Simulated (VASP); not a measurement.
```
CELL_PARAMETERS angstrom
      1.70328    -5.34130     0.00000
      1.70328     5.34130     0.00000
      0.00000     0.00000     4.42025
ATOMIC_POSITIONS crystal
  P  0.10310 0.89690 0.92217
  P  0.39690 0.60310 0.42217
  P  0.60310 0.39690 0.57783
  P  0.89690 0.10310 0.07783
```

The numbers are results of rev-vdW-DF2, VASP's PBE PAW potentials (set 64) (plane waves; VASP 6.6.1), not measurements. Settings: 520 eV cut-off, 7×7×5 Γ-centred mesh, Gaussian smearing of 0.050 eV, potentials P.

Q: The ions and cell shape at fixed volume are relaxed. What does this cell relax into?

A: 
```
CELL_PARAMETERS angstrom
      1.66803    -5.39165     0.00000
      1.66803     5.39165     0.00000
      0.00000     0.00000     4.47151
ATOMIC_POSITIONS crystal
  P  0.09959 0.90041 0.91768
  P  0.40041 0.59959 0.41768
  P  0.59959 0.40041 0.58232
  P  0.90041 0.09959 0.08232
```
Space group Cmce (64), at a tolerance of 0.03 Å.

Q: How much energy does the relaxation gain?

A: The energy (σ→0) changes by -10.5 meV/atom, in 7 ionic steps.

```tsv
step	E(σ→0) (eV)	max force (eV/Å)	pressure (GPa)	volume (Å³)
1	-16.9048	0.406	-4.10	80.43
2	-16.9313	0.195	-2.91	80.43
3	-16.9406	0.131	-1.70	80.43
4	-16.9463	0.036	-1.33	80.43
5	-16.9463	0.040	-1.32	80.43
6	-16.9464	0.033	-1.24	80.43
7	-16.9466	0.006	-1.27	80.43
```

The compound is P in the black structure. This cell is one point of a volume scan, at 1.06 of the reference volume. Symmetry was kept, so distortions that lower it aren't found.
